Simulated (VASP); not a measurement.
VASP ran on this input.

File KPOINTS:
```
Automatic mesh
0
Gamma
16 16 9
0 0 0
```

INCAR:
```
SYSTEM = Hf
PREC = Accurate
ENCUT = 300
EDIFF = 1E-6
NELM = 100
ALGO = Normal
LREAL = .FALSE.
LASPH = .TRUE.
ISMEAR = 0
SIGMA = 0.136
GGA = PE
LMAXMIX = 6
LWAVE = .FALSE.
LCHARG = .FALSE.
ISIF = 2
```

### POSCAR
```
Hf
1
    3.2201540000     0.0000000000     0.0000000000
   -1.6100770000     2.7887350000     0.0000000000
    0.0000000000     0.0000000000     5.0889320000
Hf
2
Direct
  0.3333330000   0.6666670000   0.2500000000
  0.6666670000   0.3333330000   0.7500000000
```

POTCAR, in this order: Hf_pv (PBE.64 set). Program: vasp_std.

Write an equivalent input for Ansatz.

One equivalent input (not run):
Ansatz 0.2 input:
```yaml
crystal:
  lattice:
    - [3.2201540, 0.0000000, 0.0000000]
    - [-1.6100770, 2.7887350, 0.0000000]
    - [0.0000000, 0.0000000, 5.0889320]
  atoms:
    - { symbol: Hf, position: [0.3333330, 0.6666670, 0.2500000] }
    - { symbol: Hf, position: [0.6666670, 0.3333330, 0.7500000] }
kpoints:
  mp_grid: { grid: [16, 16, 9] }
hamiltonian:
  xc: pbe
  pseudopotentials: { kind: paw }
scf:
  occupations: { method: gaussian, width: 0.136 }
  max_iter: 100
output: { forces: true, stress: true, eigenvalues: true }
```
What does not carry over: each code has its own PAW files, so the cut-off isn't converted (ENCUT is set for VASP's; basis.ecutwfc is left out, and Ansatz then takes the one that its files recommend); Ansatz stops its SCF on the density residual and VASP on the energy change (EDIFF).

The structure comes from a computed database's Hf entry; how it stands against other phases isn't given here. The cell was not relaxed at this level.
